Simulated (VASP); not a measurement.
An input for Quantum ESPRESSO's pw.x (written as the equivalent of a VASP run, and not itself run):

```
&CONTROL
  calculation = 'vc-relax'
  pseudo_dir = './pseudo'
  outdir = './out'
  tprnfor = .true.
  tstress = .true.
  nstep = 60
  forc_conv_thr = 0.00078
/
&SYSTEM
  ibrav = 0
  nat = 3
  ntyp = 2
  ecutwfc = 84
  occupations = 'smearing'
  smearing = 'gaussian'
  degauss = 0.003675
  input_dft = 'pbe'
  vdw_corr = 'grimme-d3'
  dftd3_version = 3
  dftd3_threebody = .false.
/
&ELECTRONS
  conv_thr = 7.3e-08
  electron_maxstep = 100
/
&IONS
/
&CELL
/
ATOMIC_SPECIES
  Pb 207.200 Pb.upf
  F 18.998 F.upf
CELL_PARAMETERS angstrom
     0.0000000    2.9898529    2.9898529
     2.9898529    0.0000000    2.9898529
     2.9898529    2.9898529    0.0000000
ATOMIC_POSITIONS crystal
  Pb   1.0000000  0.0000000  0.0000000
  F    0.2500000  0.2500000  0.2500000
  F    0.7500000  0.7500000  0.7500000
K_POINTS automatic
  6 6 6 0 0 0
```

Q: Write the VASP files for the same calculation (PBE-D3 (zero damping)).

A: This is not unique; one that fits is 
**KPOINTS**
```
Automatic mesh
0
Gamma
6 6 6
0 0 0
```

### INCAR
```
ALGO = Normal
EDIFF = 1E-6
EDIFFG = -0.02
ENCUT = 520
GGA = PE
IBRION = 2
ISIF = 3
ISMEAR = 0
IVDW = 11
LASPH = .TRUE.
LCHARG = .FALSE.
LMAXMIX = 4
LREAL = .FALSE.
LWAVE = .FALSE.
NELM = 100
NSW = 60
PREC = Accurate
SIGMA = 0.05
SYSTEM = PbF2
```

**POSCAR**
```
PbF2
1.0
  0.0000000000   2.9898528966   2.9898528966
  2.9898528966   0.0000000000   2.9898528966
  2.9898528966   2.9898528966   0.0000000000
Pb F
1 2
Cartesian
  0.0000000000   2.9898528966   2.9898528966
  1.4949264483   1.4949264483   1.4949264483
  4.4847793449   4.4847793449   4.4847793449
```

POTCAR, in this order: Pb_d F (PBE.64 set). Program: vasp_std.

What does not carry over: the potentials are each code's own (VASP's PAW set, PseudoDojo norm-conserving files in pw.x), so ENCUT and ecutwfc are chosen apart and not converted; conv_thr bounds pw.x's estimated SCF error, while EDIFF bounds the energy change between steps; forc_conv_thr acts on force components and is met together with etot_conv_thr.

The compound is PbF2 in the fluorite structure, the β form. It was relaxed first. The start is the result of an earlier pass.
